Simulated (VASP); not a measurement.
Consider the following.

```
CELL_PARAMETERS angstrom
      3.59603     0.00000     0.00000
      0.00000     3.59603     0.00000
      0.00000     0.00000     4.05968
ATOMIC_POSITIONS crystal
  Sn 0.50000 0.00000 0.71085
  Sn 0.00000 0.50000 0.28915
  O  0.50000 0.50000 0.00000
  O  0.00000 0.00000 0.00000
```

Computed with PBE GGA, VASP's PBE PAW potentials (set 64) (plane waves; VASP 6.6.1). Settings: 620 eV cut-off, 9×9×8 Γ-centred mesh, first-order Methfessel-Paxton smearing of 0.10 eV, potentials Sn_d O.

Energy and stress use the plane-wave basis of the starting cell. Without a dispersion term in the relaxation, distances and binding between the weakly bound layers, chains or molecules are unreliable, and so is what depends on them.

### Question
The ions, cell shape and volume at an external pressure of 45.0 GPa are relaxed. Give the cell that the relaxation ends in.

### Answer

```
CELL_PARAMETERS angstrom
      3.52814     0.00000     0.00000
      0.00000     3.52814     0.00000
      0.00000     0.00000     3.93028
ATOMIC_POSITIONS crystal
  Sn 0.50000 0.00000 0.70213
  Sn 0.00000 0.50000 0.29787
  O  0.50000 0.50000 0.00000
  O  0.00000 0.00000 0.00000
```
Space group P4/nmm (129), at a tolerance of 0.03 Å.

### Question
How do energy and volume change from the first to the last step?

### Answer
The energy (σ→0) changes by +206.6 meV/atom and the volume by -6.8 %, in 11 ionic steps.

The compound is SnO in the litharge structure. This run relaxes it under an external pressure of 45 GPa. Symmetry was kept, so distortions that lower it aren't found.
